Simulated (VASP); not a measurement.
Given:

```
CELL_PARAMETERS angstrom
      0.00000     2.77560     2.77560
      2.77560     0.00000     2.77560
      2.77560     2.77560     0.00000
ATOMIC_POSITIONS crystal
  Pt 0.00000 0.00000 0.00000
  Al 0.50000 0.50000 0.50000
```

Calculation: PBEsol GGA, VASP's PBE PAW potentials (set 64) (plane waves; VASP). Run with 400 eV cut-off, 10×10×10 Γ-centred mesh, first-order Methfessel-Paxton smearing of 0.10 eV, potentials Pt Al.

Energy and stress use the plane-wave basis of the starting cell.

Question: The ions, cell shape and volume are relaxed. Predict the relaxed structure.

Answer: 
```
CELL_PARAMETERS angstrom
      0.00000     2.54123     2.54123
      2.54123     0.00000     2.54123
      2.54123     2.54123     0.00000
ATOMIC_POSITIONS crystal
  Pt 0.00000 0.00000 0.00000
  Al 0.50000 0.50000 0.50000
```
Space group Fm-3m (225), at a tolerance of 0.03 Å.

Question: How do energy and volume change from the first to the last step?

Answer: The energy (σ→0) changes by -426.9 meV/atom and the volume by -23.3 %, in 7 ionic steps.

The structure was generated: PtAl was put into the rock salt type (Fm-3m), which need not be its known phase. This run relaxes it. Symmetry was kept, so distortions that lower it aren't found. The electron count is odd and the run is not spin-polarised, which forces a metal.
